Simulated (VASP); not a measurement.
Given:

```
Zn
1.0
    1.31941    -2.28528     0.00000
    1.31941     2.28528     0.00000
    0.00000     0.00000     4.63744
Zn
2
Direct
  0.33333   0.66667   0.25000
  0.66667   0.33333   0.75000
```

The numbers are results of PBEsol GGA with spin-orbit coupling, VASP's PBE PAW potentials (set 64) (plane waves; VASP), not measurements. Run with 400 eV cut-off, 14×14×7 Γ-centred mesh, Gaussian smearing of 0.050 eV, potentials Zn.

Question: Give the energies of bands 21 to 31 at the high-symmetry points, in eV from the Fermi level.

Answer: 
| band | Γ | M | K | A | L | H |
|---|---|---|---|---|---|---|
| 21 | -7.15 | -3.38 | -0.43 | -7.28 | -2.30 | 0.54 |
| 22 | -7.15 | -3.38 | -0.43 | -7.28 | -2.30 | 0.54 |
| 23 | -3.87 | -2.56 | -0.40 | -7.28 | -2.30 | 0.59 |
| 24 | -3.87 | -2.56 | -0.40 | -7.28 | -2.30 | 0.59 |
| 25 | -2.36 | 3.13 | -0.33 | 5.93 | 0.04 | 1.60 |
| 26 | -2.36 | 3.13 | -0.33 | 5.93 | 0.04 | 1.60 |
| 27 | 16.33 | 3.57 | 5.43 | 5.93 | 0.04 | 1.66 |
| 28 | 16.33 | 3.57 | 5.43 | 5.93 | 0.04 | 1.66 |
| 29 | 17.16 | 4.87 | 6.33 | 18.67 | 11.42 | 2.11 |
| 30 | 17.16 | 4.87 | 6.33 | 18.68 | 11.42 | 2.11 |
| 31 | 17.39 | 5.96 | 6.36 | 18.73 | 11.42 | 2.12 |

It has no gap at this level: it comes out as a metal or semimetal.

The compound is Zn in the hcp structure. It was relaxed first, which changed the volume by -8 %.
